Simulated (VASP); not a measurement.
Calculation: PBE GGA, VASP's PBE PAW potentials (set 64) (plane waves; VASP 6.6.1).

A VASP calculation is set up with these files.

**POSCAR**
```
KMgF3
1
    4.0443690774     0.0000000000     0.0000000000
    0.0000000000     4.0443690774     0.0000000000
    0.0000000000     0.0000000000     4.0443690774
K Mg F
1 1 3
Direct
  0.0000000000   0.0000000000   0.0000000000
  0.5000000000   0.5000000000   0.5000000000
  0.5000000000   0.0000000000   0.5000000000
  0.0000000000   0.5000000000   0.5000000000
  0.5000000000   0.5000000000   0.0000000000
```

### INCAR
```
ENCUT  =  520   ! plane-wave cut-off (eV)
LASPH  =  .TRUE.
LCHARG  =  .FALSE.
GGA  =  PE
ISMEAR  =  0
SIGMA  =  0.05   ! width (eV)
EDIFF  =  1E-6   ! SCF stop (eV)
ALGO  =  Normal   ! blocked Davidson
LREAL  =  .FALSE.   ! projection in real space or not
LWAVE  =  .TRUE.
SYSTEM  =  KMgF3
PREC  =  Accurate
NELM  =  100
```

### KPOINTS
```
Automatic mesh
0
Gamma
4 4 4
0 0 0
```

POTCAR, in this order: K_sv Mg F (PBE.64 set). Program: vasp_std.

The run wrote:

**OSZICAR**
```
       N       E                     dE             d eps       ncg     rms          rms(c)
DAV:   1     0.238210230865E+03    0.23821E+03   -0.17568E+04   400   0.155E+03
DAV:   2    -0.160940725797E+02   -0.25430E+03   -0.24571E+03   536   0.379E+02
DAV:   3    -0.263073940251E+02   -0.10213E+02   -0.10187E+02   484   0.754E+01
DAV:   4    -0.266683312125E+02   -0.36094E+00   -0.36030E+00   700   0.115E+01
DAV:   5    -0.266693222233E+02   -0.99101E-03   -0.99096E-03   480   0.635E-01    0.896E+00
DAV:   6    -0.244600164905E+02    0.22093E+01   -0.96539E+00   436   0.224E+01    0.368E+00
DAV:   7    -0.244491532588E+02    0.10863E-01   -0.22872E-01   520   0.329E+00    0.232E+00
DAV:   8    -0.244487751987E+02    0.37806E-03   -0.71849E-02   468   0.292E+00    0.272E-01
DAV:   9    -0.244487867152E+02   -0.11517E-04   -0.12681E-02   504   0.820E-01    0.119E-01
DAV:  10    -0.244491294371E+02   -0.34272E-03   -0.11969E-03   520   0.277E-01    0.625E-02
DAV:  11    -0.244491584366E+02   -0.29000E-04   -0.14824E-04   484   0.954E-02    0.260E-02
DAV:  12    -0.244491407772E+02    0.17659E-04   -0.91784E-05   448   0.652E-02    0.191E-03
DAV:  13    -0.244491411077E+02   -0.33050E-06   -0.16480E-06   348   0.107E-02
   1 F= -.24449141E+02 E0= -.24449141E+02  d E =-.285119E-19
```

**OUTCAR**
```
------------------------ aborting loop because EDIFF is reached ----------------------------------------
  FORCE on cell =-STRESS in cart. coord.  units (eV):
  Direction    XX          YY          ZZ          XY          YZ          ZX
  --------------------------------------------------------------------------------------
  Total        0.0334558      0.0334558      0.0334558     -0.0000000      0.0000000     -0.0000000
  in kB        0.8102707      0.8102707      0.8102707     -0.0000000      0.0000000     -0.0000000
  external PRESSURE =       0.8102707 kB  Pullay stress =       0.0000000 kB
  volume of cell :       66.15
      direct lattice vectors                 reciprocal lattice vectors
     4.044369077  0.000000000  0.000000000     0.247257355  0.000000000  0.000000000
     0.000000000  4.044369077  0.000000000     0.000000000  0.247257355  0.000000000
     0.000000000  0.000000000  4.044369077     0.000000000  0.000000000  0.247257355
 POSITION                                       TOTAL-FORCE (eV/Angst)
 -----------------------------------------------------------------------------------
      0.00000      0.00000      0.00000         0.000000      0.000000      0.000000
      2.02218      2.02218      2.02218         0.000000      0.000000      0.000000
      2.02218      0.00000      2.02218         0.000000      0.000000      0.000000
      0.00000      2.02218      2.02218         0.000000      0.000000      0.000000
      2.02218      2.02218      0.00000         0.000000      0.000000      0.000000
 -----------------------------------------------------------------------------------
    total drift:                                0.000000      0.000000     -0.000000
  FREE ENERGIE OF THE ION-ELECTRON SYSTEM (eV)
  ---------------------------------------------------
  free  energy   TOTEN  =       -24.4491411077 eV

  energy  without entropy=      -24.4491411077  energy(sigma->0) =      -24.44914111
```
(Selected blocks of OUTCAR.)

The compound is KMgF3 in the cubic perovskite structure. It was relaxed first.
